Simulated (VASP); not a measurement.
## CaC4O4: structure and properties in VASP

Aim: relax CaC4O4 with PBEsol, compute its properties on that cell and hold them against experiment. The steps: relaxing cell and atoms (PBEsol), second relaxation, single point with fields (PBEsol), band structure (PBEsol), total and projected DOS (PBEsol), independent-particle dielectric function (PBEsol) and dielectric tensor and Born charges (PBEsol). The start is a computed cell from the Materials Project.

Program: VASP 6.6.1. Level of theory: PBEsol; plane waves and PAW (Ca_sv, C, O). Results are calculated unless marked as measured.

**Measured values to reproduce.**

For CaC4O4, SrADC type, tetragonal (earlier literature sample, 300 K), “Eu(O2C‐C≡C‐CO2): An EuII Containing Anhydrous Coordination Polymer with High Stability and Negative Thermal Expansion” (2020, pmc:7065108) quotes earlier work: lattice constant a 6.8778 ± 0.0003 Å [literature value quoted for comparison; ambient conditions]; lattice constant c 10.2011 ± 0.0004 Å [literature value quoted for comparison; ambient conditions].

This is a report of a sequence of runs, with most program output left out.

### 1. The structure

Before any relaxation, the start is as follows. It takes space group I4_1/amd (No. 141, tetragonal). The conventional cell has a = 6.982 Å, b = 6.982 Å, c = 10.304 Å, α = 90.00°, β = 90.00°, γ = 90.00°. Nearest to Ca lie 8 O at 2.38 to 2.73 Å. C has 2 C at 1.22 to 1.44 Å nearest. Nearest to C lie 2 O at 1.27 Å and 1 C at 1.44 Å. Nearest to O lie 2 C at 1.27 to 2.33 Å and 2 Ca at 2.38 to 2.73 Å. Farther neighbours and most contacts between anions are not listed.

### 2. Relaxing cell and atoms (PBEsol)

Properties are meant for the cell that this level of theory prefers, so cell and atoms are relaxed first (ISIF = 3) until forces and stress are small; EDIFFG sets the threshold. PBEsol restores the gradient expansion of exchange and is tuned for the cells of solids.

INCAR

```
SYSTEM = CaC4O4
PREC = Accurate
ENCUT = 520
EDIFF = 1E-06
NELM = 100
ISMEAR = 0
SIGMA = 0.05
LREAL = .FALSE.
ALGO = Normal
GGA = PS
NBANDS = 68
LORBIT = 11
LWAVE = .FALSE.
LCHARG = .FALSE.
KPAR = 8
IBRION = 2
NSW = 60
ISIF = 3
EDIFFG = -0.01
```

POSCAR

```
CaC4O4
1.0
   -3.4911290000      3.4911290000      5.1518030000
    3.4911290000     -3.4911290000      5.1518030000
    3.4911290000      3.4911290000     -5.1518030000
Ca C O
2 8 8
Direct
    0.5000000000      0.5000000000      0.0000000000
    0.2500000000      0.7500000000      0.5000000000
    0.0591470000      0.0591470000      0.0000000000
    0.8091470000      0.3091470000      0.5000000000
    0.6908530000      0.1908530000      0.5000000000
    0.9408530000      0.9408530000      0.0000000000
    0.1989575000      0.1989575000      0.0000000000
    0.9489575000      0.4489575000      0.5000000000
    0.5510425000      0.0510425000      0.5000000000
    0.8010425000      0.8010425000      0.0000000000
    0.2580055000      0.4177350000      0.1597295000
    0.1677350000      0.5080055000      0.6597295000
    0.8482760000      0.5080055000      0.3402705000
    0.2580055000      0.0982760000      0.8402705000
    0.4919945000      0.8322650000      0.3402705000
    0.5822650000      0.7419945000      0.8402705000
    0.9017240000      0.7419945000      0.1597295000
    0.4919945000      0.1517240000      0.6597295000
```

KPOINTS

```
Automatic mesh
0
Gamma
4 4 4
0 0 0
```

Potentials, in the order of the species: Ca_sv, C and O (PBE family, release 64).

Command:

```sh
mpirun -np 8 vasp_std
```

The job ended after 9.8 min (8 MPI ranks of Intel Xeon Platinum 8559C (Emerald Rapids), shared host; peak memory 4.4 GiB).

The gap is read on the k-mesh alone, so it is an upper bound where the band edges lie off the mesh. The PAW data sets were made with PBE, which is usual practice but a small mismatch for other functionals. The run keeps the 16 symmetry operations of its start, so it cannot find a distortion of lower symmetry.

Relaxation path (22 of 25):

```csv
step,energy less that of the first step (eV),largest force (eV/Å),pressure (GPa),volume (Å³)
1,0.0000,0.1238,-2.10,251.16
2,0.0379,1.2304,2.52,244.59
3,-0.0176,0.3465,-0.49,248.76
4,-0.0300,0.7214,0.17,243.99
6,-0.0334,1.1071,0.46,243.02
7,-0.0413,0.2914,0.18,244.37
8,-0.0490,0.0434,0.02,243.10
9,-0.0490,0.0433,0.03,243.10
10,-0.0490,0.0426,0.03,243.13
11,-0.0492,0.0251,0.02,243.15
12,-0.0493,0.0326,0.02,243.17
14,-0.0492,0.1178,-0.06,243.20
15,-0.0493,0.0118,-0.01,243.18
16,-0.0494,0.0158,-0.02,243.18
17,-0.0495,0.0300,-0.05,243.19
18,-0.0495,0.0581,-0.11,243.19
19,-0.0495,0.0445,-0.08,243.19
20,-0.0496,0.0414,-0.07,243.19
22,-0.0497,0.0173,-0.03,243.15
23,-0.0497,0.0436,0.04,243.10
24,-0.0497,0.0308,0.01,243.13
25,-0.0497,0.0066,0.01,243.12
```

```csv
"conventional cell, symmetrised",before,after,change
a (Å),6.982,6.895,-1.2 %
b (Å),6.982,6.895,-1.2 %
c (Å),10.304,10.227,-0.7 %
volume (Å³/atom),13.95,13.51,-3.2 %
```

The atoms that moved most (Å, as changes of fractional coordinates times the final cell):

```csv
atom,dx,dy,dz,length
O16,0.000,-0.009,-0.014,0.017
O15,-0.009,0.000,-0.014,0.017
O12,0.000,0.009,0.014,0.017
O17,0.000,0.009,-0.014,0.017
O18,0.009,0.000,-0.014,0.017
O14,-0.009,0.000,0.014,0.017
O11,0.009,0.000,0.014,0.017
O13,0.000,-0.009,0.014,0.017
```

The relaxed structure:

```xyz
18
Lattice="-3.4477 3.4477 5.1135 3.4477 -3.4477 5.1135 3.4477 3.4477 -5.1135" Properties=species:S:1:pos:R:3 pbc="T T T"
Ca    0.0000    0.0000    5.1135
Ca    3.4477    0.0000    2.5567
C     0.0000    0.0000    0.6087
C     0.0000    3.4477    3.1655
C     0.0000    3.4477    1.9480
C     0.0000    0.0000    9.6182
C     0.0000    0.0000    2.0451
C     0.0000    3.4477    4.6018
C     0.0000    3.4477    0.5116
C     0.0000    0.0000    8.1818
O     1.1107    0.0000    2.6525
O     3.4477    1.1107    0.0957
O     0.0000    2.3370    5.2092
O     2.3370    3.4477   -2.4610
O     2.3370    0.0000    5.0177
O     3.4477    2.3370    2.4610
O     0.0000    1.1107    7.5745
O     1.1107    3.4477   -0.0957
```

Numbers from this step:

| Property | Result |
| --- | --- |
| electrons | 100 |
| bands | 68 |
| irreducible k-points | 13 |
| symmetry operations | 16 |
| free energy (TOTEN) | -143.6283 eV |
| Fermi energy | -0.4005 eV |
| pressure | 0.006224 GPa |
| metallic | no |
| valence top at k | -0.25, 0.25, 0.25 |
| conduction bottom at k | 0.5, 0.5, 0.5 |
| least direct gap at k | 0.5, 0.5, 0.5 |
| SCF cycles over all ionic steps | 152 |
| gap on the k-mesh | 3.703 eV |
| least direct gap on the k-mesh | 3.757 eV |

It ends with a largest force of 0.007 eV/Å and a pressure of 0.01 GPa.

### 3. Second relaxation

A relaxation keeps the plane waves of the cell it began with, so it is repeated from the new cell, on a basis made for it.

INCAR is that of step 2.

POSCAR

```
CaC4O4
1.0
   -3.4476774239      3.4476774239      5.1134574437
    3.4476774239     -3.4476774239      5.1134574437
    3.4476774239      3.4476774239     -5.1134574437
Ca C O
2 8 8
Direct
    0.5000000000      0.5000000000      0.0000000000
    0.2500000000      0.7500000000      0.5000000000
    0.0595229275      0.0595229275      0.0000000000
    0.8095229275      0.3095229275      0.5000000000
    0.6904770725      0.1904770725      0.5000000000
    0.9404770725      0.9404770725      0.0000000000
    0.1999713988      0.1999713988      0.0000000000
    0.9499713988      0.4499713988      0.5000000000
    0.5500286012      0.0500286012      0.5000000000
    0.8000286012      0.8000286012      0.0000000000
    0.2593610611      0.4204372092      0.1610761481
    0.1704372092      0.5093610611      0.6610761481
    0.8482849130      0.5093610611      0.3389238519
    0.2593610611      0.0982849130      0.8389238519
    0.4906389389      0.8295627908      0.3389238519
    0.5795627908      0.7406389389      0.8389238519
    0.9017150870      0.7406389389      0.1610761481
    0.4906389389      0.1517150870      0.6610761481
```

KPOINTS is that of step 2.

Command:

```sh
mpirun -np 8 vasp_std
```

Run time: 53 s. Hardware: 8 MPI ranks; peak memory 4 GiB.

Little changed from the start: no atom moved by 0.005 Å and no cell edge by 0.1 %.

This step gave:

```yaml
free_energy_toten: -143.6193 eV
fermi_energy: -0.4008 eV
pressure: 0.01089 GPa
scf_cycles_over_all_ionic_steps: 16
```

It ends with a largest force of 0.007 eV/Å and a pressure of 0.01 GPa. The volume moved by under 0.01 %: the run met its threshold at the first step.

### 4. Single point with fields (PBEsol)

A single point on the relaxed cell gives a clean self-consistent state, with density, ELF and potential written out.

INCAR, as its differences from that of step 3:

```diff
@@ -13,7 +13,5 @@
 LWAVE = .FALSE.
-LCHARG = .FALSE.
-KPAR = 8
-IBRION = 2
-NSW = 60
-ISIF = 3
-EDIFFG = -0.01
+LCHARG = .TRUE.
+ISIF = 2
+LELF = .TRUE.
+LVHAR = .TRUE.
```

POSCAR is that of step 3.

KPOINTS is that of step 3.

Command:

```sh
mpirun -np 8 vasp_std
```

Run time: 36 s. Hardware: 8 MPI ranks; peak memory 1.6 GiB; 4.5 min of CPU time.

Numbers from this step:

| Property | Result |
| --- | --- |
| SCF cycles | 16 |
| bands | 72 |
| Fermi energy | -0.35 eV |
| pressure | 0.01078 GPa |

Valence electrons inside each PAW sphere by angular momentum. Sphere charges, by row:

```csv
atom,s (e),p (e),d (e),tot (e)
Ca1,2.019,5.861,0.195,8.075
Ca2,2.019,5.861,0.195,8.075
C3,0.906,1.758,0,2.664
C4,0.906,1.758,0,2.664
C5,0.906,1.758,0,2.664
C6,0.906,1.758,0,2.664
C7,0.857,1.732,0,2.589
C8,0.857,1.732,0,2.589
C9,0.857,1.732,0,2.589
C10,0.857,1.732,0,2.589
O11,1.571,3.571,0,5.142
O12,1.571,3.571,0,5.142
O13,1.571,3.571,0,5.142
O14,1.571,3.571,0,5.142
O15,1.571,3.571,0,5.142
O16,1.571,3.571,0,5.142
O17,1.571,3.571,0,5.142
O18,1.571,3.571,0,5.142
```

Electrostatic potential energy in the ac plane of the conventional cell at fractional y = 0.000, with atoms of Ca and C and O within 0.2 Å of it. With pseudopotentials it is smooth inside the atoms' cores, unlike the true potential.

Values in eV, 13 rows by 16 columns, each cell a mean:
```
-30 -21   3   6   6   3 -10 -40 -34 -25   1   5   6   5  -7 -35
-31 -10   2   5   6   4  -3 -24 -31 -10   2   5   6   4  -3 -25
-33 -25   1   5   6   5  -8 -36 -30 -21   3   6   6   3 -10 -39
-12  -1   4   6   6   5  -6 -32 -32 -17   3   6   6   5   1  -8
  2   3   4   6   6   4  -5 -27 -29 -13   2   6   6   5   4   2
-17 -10  -1   4   2  -8 -14 -36 -32 -24  -9  -2   4   1  -7 -15
-33 -21  -6   1 -25 -47 -40 -22 -23 -30 -47 -40  -3  -2 -15 -29
-11  -6   1   4   2  -7  -2   2   2   1  -7  -2   4   3  -3 -10
  3   2  -4   0   5   3  -3  -9 -10  -5   1   5   3  -5  -1   3
-22 -29 -48 -40  -3  -2 -15 -29 -33 -21  -6   1 -26 -48 -40 -21
-32 -25 -11  -3   4   1  -7 -16 -18 -11  -1   4   1  -9 -15 -37
-29 -13   2   6   6   5   3   2   2   3   4   6   6   4  -4 -26
-31 -17   3   6   6   5   2  -6  -9   0   4   6   6   5  -6 -32
```
Columns run along a (6.9 Å; values clipped at the 3rd and 97th percentile), rows up along c (10.2 Å), edges of the conventional cell, whose origin can differ from the input's. Atoms in or near the plane, at fractional coordinates: Ca at (0.00, 0.50), Ca at (0.50, 0.25), C at (0.00, 0.06), C at (0.50, 0.81), C at (0.50, 0.69), C at (0.00, 0.94), C at (0.00, 0.20), C at (0.50, 0.95), C at (0.50, 0.55), C at (0.00, 0.80), O at (0.16, 0.26), O at (0.84, 0.26), O at (0.34, 0.49), O at (0.66, 0.49).

Valence density in the ac plane of the conventional cell at fractional y = 0.000, with atoms of Ca and C and O within 0.2 Å of it. It is the smooth field of the valence electrons, not physical close to the nuclei.

Ten even steps from '_' (0.0 e/Å³) to '@' (7.4 e/Å³), each cell a mean:
```
::..____________..::..____________..::
::..____________..::..____________..::
::..____________..::::______________::
::..____________..::::______________::
....____________..::::..____________..
....____________::--::..____________..
________________..--::..______________
________________..::::..______________
________________..::::________________
________________..::::________________
==::______..::::::::::::::..______..--
%%++..__..==%%**--::::==##**::____--##
**==..____==%%**::__..==%%##::____::++
::..______..::..______..::::________..
______________________________________
______________________________________
__..--==::______::==--..____..--==::__
..--##@@++..__..++%%**::____::%%@@==..
::--==++--____..==##++::____..++++--::
::......________..::..__________....::
::..________________________________::
::..________________________________::
::..______________________________..::
--..______________....____________..::
```
Columns run along a (6.9 Å), rows up along c (10.2 Å), edges of the conventional cell, whose origin can differ from the input's. Atoms in or near the plane, at fractional coordinates: Ca at (0.00, 0.50), Ca at (0.50, 0.25), C at (0.00, 0.06), C at (0.50, 0.81), C at (0.50, 0.69), C at (0.00, 0.94), C at (0.00, 0.20), C at (0.50, 0.95), C at (0.50, 0.55), C at (0.00, 0.80), O at (0.16, 0.26), O at (0.84, 0.26), O at (0.34, 0.49), O at (0.66, 0.49).

ELF in the ac plane of the conventional cell at fractional y = 0.000, with atoms of Ca and C and O within 0.2 Å of it. It is the smooth field of the valence electrons, not physical close to the nuclei.

Ten even steps from '_' (0.01) to '@' (0.89), each cell a mean:
```
++%%%%**..__::++==..--++--____==%%%%**
::**##++____::++++--==**==____--####==
@@@@##--____::**@@@@@@%%==..__..++%%@@
%%%%**::____==##%%**##%%**::__..==##%%
..==++::__..**%%**..==####--____==++::
--====..__..**@@@@%%%%@@%%--____--++==
::::..____..**%%##++**%%##--____..::::
____________--**++::--**++..__________
____________..==%%@@%%**::____________
==--____--==----**%%##++::--==..__::==
%%##==..**@@%%##**..==####%%%%--..**%%
++##++..%%@@**##%%==**%%**%%@@==--##**
**##++..##@@######--++%%##%%%%--::####
##**::__==%%@@@@**..--%%@@@@**..__==##
........__::++++::__..--++==..........
__==####++..__..::==--..____--**%%**..
::**@@@@@@++__==##%%%%**..::%%@@@@%%--
==%%****@@##..**##++**##::==@@##++%%**
::%%####@@##..++%%**####::==@@%%##%%++
--++++**##++__::**####==..::####++**==
@@##--..::..____..::..______::..::++@@
**##++..________________________--**##
::++##==________......________::**##--
##@@%%**..____::--------..____==%%@@%%
```
Columns run along a (6.9 Å), rows up along c (10.2 Å), edges of the conventional cell, whose origin can differ from the input's. Atoms in or near the plane, at fractional coordinates: Ca at (0.00, 0.50), Ca at (0.50, 0.25), C at (0.00, 0.06), C at (0.50, 0.81), C at (0.50, 0.69), C at (0.00, 0.94), C at (0.00, 0.20), C at (0.50, 0.95), C at (0.50, 0.55), C at (0.00, 0.80), O at (0.16, 0.26), O at (0.84, 0.26), O at (0.34, 0.49), O at (0.66, 0.49).

In this run the pressure is 0.01 GPa, small enough to go on.

### 5. Band structure (PBEsol)

Levels along the symmetry lines show where the bands peak and cross; KPOINTS_OPT computes them in the converged potential.

INCAR

```
SYSTEM = CaC4O4
PREC = Accurate
ENCUT = 520
EDIFF = 1E-06
NELM = 100
ISMEAR = 0
SIGMA = 0.05
LREAL = .FALSE.
ALGO = Normal
GGA = PS
NBANDS = 90
LORBIT = 11
LWAVE = .FALSE.
LCHARG = .FALSE.
KPAR = 8
```

POSCAR is that of step 4.

KPOINTS is that of step 4.

KPOINTS_OPT

```
Line mode
12
Line-mode
Reciprocal
  0.00000000   0.00000000   0.00000000 GAMMA
  0.00000000   0.00000000   0.50000000 X

  0.00000000   0.00000000   0.50000000 X
 -0.22729714   0.22729714   0.50000000 Y

 -0.22729714   0.22729714   0.50000000 Y
 -0.36364857   0.36364857   0.36364857 S

 -0.36364857   0.36364857   0.36364857 S
  0.00000000   0.00000000   0.00000000 GAMMA

  0.00000000   0.00000000   0.00000000 GAMMA
  0.50000000   0.50000000  -0.50000000 Z

  0.50000000   0.50000000  -0.50000000 Z
  0.36364857   0.63635143  -0.36364857 S1

  0.36364857   0.63635143  -0.36364857 S1
  0.00000000   0.50000000   0.00000000 N

  0.00000000   0.50000000   0.00000000 N
  0.25000000   0.25000000   0.25000000 P

  0.25000000   0.25000000   0.25000000 P
  0.50000000   0.50000000  -0.22729714 Y1

  0.50000000   0.50000000  -0.22729714 Y1
  0.50000000   0.50000000  -0.50000000 Z

  0.00000000   0.00000000   0.50000000 X
  0.25000000   0.25000000   0.25000000 P
```

Command:

```sh
mpirun -np 8 vasp_std
```

Wall time 5.4 min (8 MPI ranks); peak memory 5.4 GiB; 43 min of CPU time.

This step gave:

```
SCF cycles                        : 15
bands                             : 90
Fermi energy                      : -0.259 eV
pressure                          : 0.01035 GPa
least gap on mesh and path        : 3.698 eV
least direct gap on mesh and path : 3.756 eV
valence top at k                  : -0.1653, 0.1653, 0.1653
least direct gap at k             : 0.4380, 0.5620, -0.4380
```

Electronic bands along the path, in eV, zero at the valence-band top; v1 is the highest filled band, c1 the lowest empty one:

```csv
point,v4,v3,v2,v1,c1,c2,c3,c4
Γ,-0.25,-0.25,-0.01,-0.01,4.04,4.04,4.52,4.52
0.45 of the way,-0.31,-0.26,-0.10,-0.09,4.01,4.10,4.30,4.46
X,-0.30,-0.30,-0.23,-0.23,3.98,3.98,4.29,4.29
0.55 of the way,-0.33,-0.33,-0.20,-0.20,3.92,3.92,4.38,4.38
Y,-0.35,-0.35,-0.14,-0.14,3.83,3.83,4.51,4.51
0.45 of the way,-0.36,-0.36,-0.16,-0.07,3.76,3.81,4.57,4.60
S,-0.37,-0.36,-0.16,-0.03,3.73,3.81,4.59,4.64
0.45 of the way,-0.29,-0.28,-0.22,0.00,3.89,4.18,4.26,4.50
Γ,-0.25,-0.25,-0.01,-0.01,4.04,4.04,4.52,4.52
0.55 of the way,-0.22,-0.22,-0.12,-0.12,3.86,3.86,4.56,4.56
Z,-0.40,-0.40,-0.06,-0.06,3.70,3.70,4.73,4.73
0.45 of the way,-0.39,-0.39,-0.08,-0.05,3.71,3.72,4.70,4.71
S1,-0.37,-0.36,-0.16,-0.03,3.73,3.81,4.59,4.64
0.55 of the way,-0.29,-0.27,-0.24,-0.05,3.81,3.96,4.39,4.51
N,-0.27,-0.26,-0.19,-0.09,3.86,4.07,4.26,4.44
0.55 of the way,-0.27,-0.25,-0.23,-0.17,3.91,4.02,4.21,4.34
P,-0.26,-0.26,-0.24,-0.24,3.97,3.97,4.21,4.21
0.45 of the way,-0.31,-0.27,-0.22,-0.20,3.93,3.96,4.27,4.32
Y1,-0.35,-0.35,-0.14,-0.14,3.83,3.83,4.51,4.51
0.45 of the way,-0.38,-0.38,-0.09,-0.09,3.74,3.74,4.66,4.66
Z,-0.40,-0.40,-0.06,-0.06,3.70,3.70,4.73,4.73
jump to X,-0.30,-0.30,-0.23,-0.23,3.98,3.98,4.29,4.29
0.45 of the way,-0.30,-0.30,-0.22,-0.22,3.98,3.98,4.26,4.26
P,-0.26,-0.26,-0.24,-0.24,3.97,3.97,4.21,4.21
```

Of the projections kept (Ca, C, O), the largest for each band there; the rest of the weight can lie on other orbitals:

```csv
point,v4,v3,v2,v1,c1,c2,c3,c4
Γ,O 0.75,O 0.75,O 0.79,O 0.79,C 0.60,C 0.60,C 0.60,C 0.60
X,O 0.69,O 0.69,O 0.76,O 0.76,C 0.58,C 0.58,C 0.57,C 0.57
Y,O 0.72,O 0.72,O 0.77,O 0.77,C 0.59,C 0.59,C 0.56,C 0.56
S,O 0.72,O 0.77,O 0.76,O 0.79,C 0.59,C 0.60,C 0.57,C 0.56
Γ,O 0.75,O 0.75,O 0.79,O 0.79,C 0.60,C 0.60,C 0.60,C 0.60
Z,O 0.74,O 0.74,O 0.79,O 0.79,C 0.60,C 0.60,C 0.57,C 0.57
```

The path finds the gap of the mesh within 0.02 eV, so the mesh comes close to both band edges.

(Part 1 of 2 ends here.)

[Lines on the potential files, build, host, timing and source positions are cut from VASP's logs without a mark.]

[Logs are printed without paths, hosts, clocks, repeated set-up lines and the standing remarks that a program may print on its own settings, such as how far it seeks lower states.]

[Hosts, paths, dates, database ids (printed as entryN), source tags and the programs' standing remarks are cut or masked in the printed files.]

[A measured line is paired with the nearest computed mode of its activity, which favours agreement.]

[In band tables of VASP the shares of atoms and orbitals are scaled to a sum of 1 inside the atoms' spheres.]
